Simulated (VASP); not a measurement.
# Zn2Ge3 (Pm-3m) in VASP: reference runs

Reference runs on Zn2Ge3: the cell as given.

All numbers are computed with VASP 6.6.1; they aren't measurements. Logs are shortened: lines on timing, memory, paths and dates and some standing lists are left out, and cuts for length are marked.

### 1 Starting point

The structure is cubic, space group Pm-3m (No. 221). The conventional cell has a = 4.864 Å, b = 4.864 Å, c = 4.864 Å, α = 90.00°, β = 90.00°, γ = 90.00°. Zn (site symmetry m-3m) is surrounded by 6 Ge at 2.43 Å. Around Zn (site symmetry m-3m) lie 12 Ge at 3.44 Å. Around Ge (site symmetry 4/mmm) lie 2 Zn at 2.43 Å.

The cell was built by a generator and needn't be a form met in nature.

### 2 Single point, PBE

File INCAR:

```
SYSTEM = Zn2Ge3
PREC = Accurate
ENCUT = 520
EDIFF = 1E-7
ISMEAR = -1
SIGMA = 0.05
LREAL = .False.
LASPH = .True.
NELM = 60
ALGO = Normal
ISIF = 2
LWAVE = .False.
LCHARG = .True.
GGA = PE
LELF = .True.
LVHAR = .True.
NBANDS = 41
```

File KPOINTS:

```
regular mesh
0
Gamma
  6 6 6
  0 0 0
```

File POSCAR:

```
Zn2Ge3
1.0
    4.8641300000      0.0000000000      0.0000000000
    0.0000000000      4.8641300000      0.0000000000
    0.0000000000      0.0000000000      4.8641300000
Zn Ge
2 3
Direct
    0.0000000000      0.0000000000      0.0000000000
    0.5000000000      0.5000000000      0.5000000000
    0.5000000000      0.0000000000      0.0000000000
    0.0000000000      0.5000000000      0.0000000000
    0.0000000000      0.0000000000      0.5000000000
```

Potentials or basis: VASP PAW PBE potentials, release 64 (Zn, Ge_d).

The run is started by

```console
$ cat potpaw_PBE.64/Zn/POTCAR potpaw_PBE.64/Ge_d/POTCAR > POTCAR
$ mpirun -np 1 vasp_std > vasp.out
```

OUTCAR:

```text
SYSTEM = Zn2Ge3
   PREC = Accurate
   ENCUT = 520
   EDIFF = 1E-7
   ISMEAR = -1
   LREAL = .False.
   LASPH = .True.
   NELM = 60
   ISIF = 2
   GGA = PE

 ion  position               nearest neighbor table
   1  0.000  0.000  0.000-   3 2.43   4 2.43   5 2.43   5 2.43   4 2.43   3 2.43
   2  0.500  0.500  0.500-
   3  0.500  0.000  0.000-   1 2.43   1 2.43
   4  0.000  0.500  0.000-   1 2.43   1 2.43
   5  0.000  0.000  0.500-   1 2.43   1 2.43

  LATTYP: Found a simple cubic cell.
 ALAT       =     4.8641300000

  Lattice vectors:

 A1 = (   4.8641300000,   0.0000000000,   0.0000000000)
 A2 = (   0.0000000000,   4.8641300000,   0.0000000000)
 A3 = (   0.0000000000,   0.0000000000,   4.8641300000)

Analysis of symmetry for initial positions (statically):
=====================================================================
 Subroutine PRICEL returns:
 Original cell was already a primitive cell.

 Routine SETGRP: Setting up the symmetry group for a
 simple cubic supercell.

 Subroutine GETGRP returns: Found 48 space group operations
 (whereof 48 operations were pure point group operations)
 out of a pool of 48 trial point group operations.

The static configuration has the point symmetry O_h .

Analysis of symmetry for dynamics (positions and initial velocities):
=====================================================================
 Subroutine PRICEL returns:
 Original cell was already a primitive cell.

 Routine SETGRP: Setting up the symmetry group for a
 simple cubic supercell.

 Subroutine GETGRP returns: Found 48 space group operations
 (whereof 48 operations were pure point group operations)
 out of a pool of 48 trial point group operations.

The dynamic configuration has the point symmetry O_h .

 Subroutine INISYM returns: Found 48 space group operations
 (whereof 48 operations are pure point group operations),
 and found     1 'primitive' translations

----------------------------------------------------------------------------------------

                                     Primitive cell

  volume of cell :     115.0842

  direct lattice vectors                    reciprocal lattice vectors
     4.864130000  0.000000000  0.000000000     0.205586611  0.000000000  0.000000000
     0.000000000  4.864130000  0.000000000     0.000000000  0.205586611  0.000000000
     0.000000000  0.000000000  4.864130000     0.000000000  0.000000000  0.205586611

  length of vectors
     4.864130000  4.864130000  4.864130000     0.205586611  0.205586611  0.205586611

  position of ions in fractional coordinates (direct lattice)
     0.000000000  0.000000000  0.000000000
     0.500000000  0.500000000  0.500000000
     0.500000000  0.000000000  0.000000000
     0.000000000  0.500000000  0.000000000
     0.000000000  0.000000000  0.500000000

  ion indices of the primitive-cell ions
   primitive index   ion index
                 1           1
                 2           2
                 3           3
                 4           4
                 5           5

----------------------------------------------------------------------------------------

 KPOINTS: regular mesh

Automatic generation of k-mesh.
 Grid dimensions read from file:
 generate k-points for:    6    6    6

 Generating k-lattice:

  Cartesian coordinates                     Fractional coordinates (reciprocal lattice)
     0.034264435  0.000000000  0.000000000     0.166666667  0.000000000  0.000000000
     0.000000000  0.034264435  0.000000000     0.000000000  0.166666667  0.000000000
     0.000000000  0.000000000  0.034264435     0.000000000  0.000000000  0.166666667

  Length of vectors
     0.034264435  0.034264435  0.034264435

  Shift w.r.t. Gamma in fractional coordinates (k-lattice)
     0.000000000  0.000000000  0.000000000

 Subroutine IBZKPT returns following result:
 ===========================================

 Found     20 irreducible k-points:

 Following reciprocal coordinates:
            Coordinates               Weight
  0.000000  0.000000  0.000000      1.000000
  0.166667  0.000000  0.000000      6.000000
  0.333333  0.000000  0.000000      6.000000
  0.500000  0.000000  0.000000      3.000000
  0.166667  0.166667  0.000000     12.000000
  0.333333  0.166667  0.000000     24.000000
[... 12 lines left out ...]
  0.500000  0.500000  0.333333      6.000000
  0.500000  0.500000  0.500000      1.000000
   k-points           NKPTS =     20   k-points in BZ     NKDIM =     20   number of bands    NBANDS=     41
   number of dos      NEDOS =    301   number of ions     NIONS =      5
   total plane-waves  NPLWV =  46656
   dimension x,y,z NGX =    36 NGY =   36 NGZ =   36
   dimension x,y,z NGXF=    72 NGYF=   72 NGZF=   72
   ions per type =               2   3
   NGX,Y,Z   is equivalent  to a cutoff of  12.30, 12.30, 12.30 a.u.
   NGXF,Y,Z  is equivalent  to a cutoff of  24.61, 24.61, 24.61 a.u.
 SYSTEM =  Zn2Ge3
   PREC   = accura    normal or accurate (medium, high low for compatibility)
   ISTART =      0    job   : 0-new  1-cont  2-samecut
   ICHARG =      2    charge: 1-file 2-atom 10-const
   ISPIN  =      1    spin polarized calculation?
   LNONCOLLINEAR =      F non collinear calculations
   LSORBIT =      F    spin-orbit coupling
   LASPH  =      T    aspherical Exc in radial PAW
   ENCUT  =  520.0 eV  38.22 Ry    6.18 a.u.   9.04  9.04  9.04*2*pi/ulx,y,z
   NELM   =     60;   NELMIN=  2; NELMDL= -5     # of ELM steps
   EDIFF  = 0.1E-06   stopping-criterion for ELM
   LREAL  =      F    real-space projection
   EDIFFG = 0.1E-05   stopping-criterion for IOM
   NSW    =      0    number of steps for IOM
   IBRION =     -1    ionic relax: 0-MD 1-quasi-New 2-CG
   NFREE  =      0    steps in history (QN), initial steepest desc. (CG)
   ISIF   =      2    stress and relaxation
   ISYM   =      2    0-nonsym 1-usesym 2-fastsym
   POTIM  = 0.5000    time-step for ionic-motion
   TEBEG  =    0.0;   TEEND  =   0.0 temperature during run
   PSTRESS=    0.0 pullay stress
   NELECT =      66.0000    total number of electrons
   NUPDOWN=      -1.0000    fix difference up-down
   EMIN   =  10.00;   EMAX   =-10.00  energy-range for DOS
   EFERMI =   0.00;   METHOD = LEGACY
   ISMEAR =    -1;   SIGMA  =   0.05  broadening in eV -4-tet -1-fermi 0-gaus
   EFERMI_NEDOS =   21; number of points for ismear=-14 and -15
   IALGO  =     38    algorithm
   IMIX   =      4    mixing-type and parameters
     AMIX     =   0.40;   BMIX     =  1.00
     AMIX_MAG =   1.60;   BMIX_MAG =  1.00
  volume/ion in A,a.u.               =      23.02       155.33
  Fermi-wavevector in a.u.,A,eV,Ry     =   1.360142  2.570296 25.170597  1.849987
  Thomas-Fermi vector in A             =   2.486830
   LORBIT       =      0    0 simple, 1 ext, 2 COOP (PROOUT), +10 PAW based schemes
   GGA     = PE    functional components
   LHFCALC =     F    Hartree Fock is set to
   AEXX    =    0.0000 exact exchange contribution
   IVDW    =     0    specifies the selected vdW correction
   LEPSILON=     F    determine dielectric tensor
   LRPA    =     F    only Hartree local field effects (RPA)
 non-spin polarized calculation
  energy-cutoff  :      520.00
  volume of cell :      115.08
 maximum number of plane-waves:      3136
   NGX = 19   NGY = 19   NGZ = 19

 number of electron      65.9999921 magnetization

 Free energy of the ion-electron system (eV)
  ---------------------------------------------------
  ext. energy  EPLUGINS =         0.00000000
  ---------------------------------------------------
  free energy    TOTEN  =       -12.46165218 eV

  energy without entropy =      -12.43456216  energy(sigma->0) =      -12.44810717

 E-fermi :   3.1470     XC(G=0):  -9.8853

 val. band max:        3.1442580925   @ k =   0.5000   0.3333   0.0000
 cond. band min:       3.1525479639   @ k =   0.1667   0.1667   0.1667
 fundamental gap:      0.0082898714
 Fermi energy:         3.1469838943

 k-point     1 :       0.0000    0.0000    0.0000
  band No.  band energies     occupation
      1     -21.7103      2.00000
      2     -21.7103      2.00000
      3     -21.7049      2.00000
      4     -21.7049      2.00000
      5     -21.7049      2.00000
      6     -21.6943      2.00000
[... 33 lines left out ...]
     40       8.9453      0.00000
     41       8.9453      0.00000

 k-point     2 :       0.1667    0.0000    0.0000
  band No.  band energies     occupation
      1     -21.7102      2.00000
      2     -21.7091      2.00000
      3     -21.7048      2.00000
      4     -21.7048      2.00000
      5     -21.7047      2.00000
      6     -21.6921      2.00000
[... 33 lines left out ...]
     40       9.0284      0.00000
     41       9.4722      0.00000

 k-point     3 :       0.3333    0.0000    0.0000
  band No.  band energies     occupation
      1     -21.7100      2.00000
      2     -21.7061      2.00000
      3     -21.7045      2.00000
      4     -21.7045      2.00000
      5     -21.7042      2.00000
      6     -21.6949      2.00000
[... 33 lines left out ...]
     40       8.3817      0.00000
     41       8.9242      0.00000

 k-point     4 :       0.5000    0.0000    0.0000
  band No.  band energies     occupation
      1     -21.7099      2.00000
      2     -21.7044      2.00000
      3     -21.7044      2.00000
      4     -21.7040      2.00000
      5     -21.7038      2.00000
      6     -21.6971      2.00000
[... 649 lines left out ...]
     40       8.7196      0.00000
     41       9.9376      0.00000

 k-point    19 :       0.5000    0.5000    0.3333
  band No.  band energies     occupation
      1     -21.7114      2.00000
      2     -21.7057      2.00000
      3     -21.7057      2.00000
      4     -21.7053      2.00000
      5     -21.7010      2.00000
      6     -21.7003      2.00000
[... 33 lines left out ...]
     40       9.2803      0.00000
     41       9.3861      0.00000

 k-point    20 :       0.5000    0.5000    0.5000
  band No.  band energies     occupation
      1     -21.7121      2.00000
      2     -21.7060      2.00000
      3     -21.7060      2.00000
      4     -21.7060      2.00000
      5     -21.7003      2.00000
      6     -21.7003      2.00000
[... 33 lines left out ...]
     40       9.4860      0.00000
     41       9.4860      0.00000

------------------------ aborting loop because EDIFF is reached ----------------------------------------

  FORCE on cell =-STRESS in cart. coord.  units (eV):
  Direction    XX          YY          ZZ          XY          YZ          ZX
  --------------------------------------------------------------------------------------
  -------------------------------------------------------------------------------------
  Total        0.4018571      0.4018571      0.4018571     -0.0000000      0.0000000      0.0000000
  in kB        5.5945705      5.5945705      5.5945705     -0.0000000      0.0000000      0.0000000
  external PRESSURE =       5.5945705 kB  Pullay stress =       0.0000000 kB

 VOLUME and BASIS-vectors are now :
 -----------------------------------------------------------------------------
  energy-cutoff  :      520.00
  volume of cell :      115.08
      direct lattice vectors                 reciprocal lattice vectors
     4.864130000  0.000000000  0.000000000     0.205586611  0.000000000  0.000000000
     0.000000000  4.864130000  0.000000000     0.000000000  0.205586611  0.000000000
     0.000000000  0.000000000  4.864130000     0.000000000  0.000000000  0.205586611

 POSITION                                       TOTAL-FORCE (eV/Angst)
 -----------------------------------------------------------------------------------
      0.00000      0.00000      0.00000         0.000000      0.000000      0.000000
      2.43207      2.43207      2.43207         0.000000      0.000000      0.000000
      2.43207      0.00000      0.00000         0.000000      0.000000      0.000000
      0.00000      2.43207      0.00000         0.000000      0.000000      0.000000
      0.00000      0.00000      2.43207         0.000000      0.000000      0.000000
 -----------------------------------------------------------------------------------
    total drift:                                0.000000      0.000000     -0.000000

  FREE ENERGIE OF THE ION-ELECTRON SYSTEM (eV)
  ---------------------------------------------------
  free  energy   TOTEN  =       -12.4616521777 eV

  energy  without entropy=      -12.4345621551  energy(sigma->0) =      -12.44810717
```

Run time: 68 s. Hardware: 1 thread of Intel Xeon Platinum 8488C (Sapphire Rapids), shared host; peak memory 0.24 GiB.

What came out:

| Quantity | Value |
| --- | --- |
| Free energy | -12.4617 eV |
| Pressure | 0.6 GPa |
| Band gap on the k mesh | none (metal or under the smearing width) |
